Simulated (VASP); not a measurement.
NiMoIrPdW:

```
Ni Mo Pd Ir W
1.0
     5.13519    0.00000    0.00000
     0.00000    5.06400    0.00000
    -1.20713    0.00000    5.14485
Ni Mo Pd Ir W
1 1 1 1 1
Direct
  0.50000 0.00000 0.50000
  0.00000 0.00000 0.00000
  0.00000 0.50000 0.00000
  0.50000 0.50000 0.50000
  0.00000 0.50000 0.50000
```

The cell was built by a generator and needn't be a form met in nature.

```yaml
Program: VASP 6.6.1
Task: relaxation of cell and atoms
Functional: PBE
Potentials_or_basis: VASP PAW PBE potentials, release 64 (Ni, Mo_sv, Pd, Ir, W_sv)
Cutoff: 520 eV
k_mesh: 6 × 6 × 6
Occupations: gaussian, width 0.1 eV
Spin: collinear spin, ferromagnetic start
Starting_moments: "[1.0, 1.0, 0.0, 0.6, 0.0] μB"
```

At the start: pressure -13.2 GPa; volume 26.76 Å³/atom.

Q: How do energy, volume and symmetry change on relaxing?

A: Over 16 steps the energy falls by 417.1 meV/atom and the volume is 21.11 Å³/atom (-21.1 %); space group P2/m (No. 10, to 0.05 Å); moment 0.00 μB per cell.

The path:
```
step  energy change (eV)  largest force (eV/Å)  pressure (GPa)  volume (Å³)
   1              0.0000                0.0000          -13.23       133.79
   2             -0.7183                0.0000           20.72        95.17
   3             -1.3021                0.0000           -1.54       108.62
   4             -1.3260                0.0000            0.66       106.66
   5             -1.8628                0.0000            3.70       102.84
   6             -1.9093                0.0000            5.86       101.33
   7             -1.9126                0.0000           -5.35       110.27
   8             -2.0441                0.0000           -0.56       105.75
   9             -2.0836                0.0000            0.20       105.36
  10             -2.0838                0.0000            0.26       105.32
  11             -2.0851                0.0000           -0.26       105.77
  12             -2.0855                0.0000           -0.12       105.63
  13             -2.0855                0.0000           -0.11       105.62
  14             -2.0855                0.0000           -0.12       105.61
  15             -2.0855                0.0000            0.17       105.42
  16             -2.0855                0.0000            0.03       105.53
```

Final structure:
```cif
data_structure
_symmetry_space_group_name_H-M 'P 1'
_symmetry_Int_Tables_number 1
_cell_length_a 4.8022
_cell_length_b 4.8535
_cell_length_c 5.0594
_cell_angle_alpha 90.000
_cell_angle_beta 116.503
_cell_angle_gamma 90.000
_cell_volume 105.53
loop_
_atom_site_label
_atom_site_type_symbol
_atom_site_fract_x
_atom_site_fract_y
_atom_site_fract_z
_atom_site_occupancy
Ni1 Ni 0.50000 0.00000 0.50000 1
Mo1 Mo 0.00000 0.00000 0.00000 1
Pd1 Pd 0.00000 0.50000 0.00000 1
Ir1 Ir 0.50000 0.50000 0.50000 1
W1 W 0.00000 0.50000 0.50000 1
```

Caveat: the volume moved by over 15 % at a fixed basis, so the end points are rough.
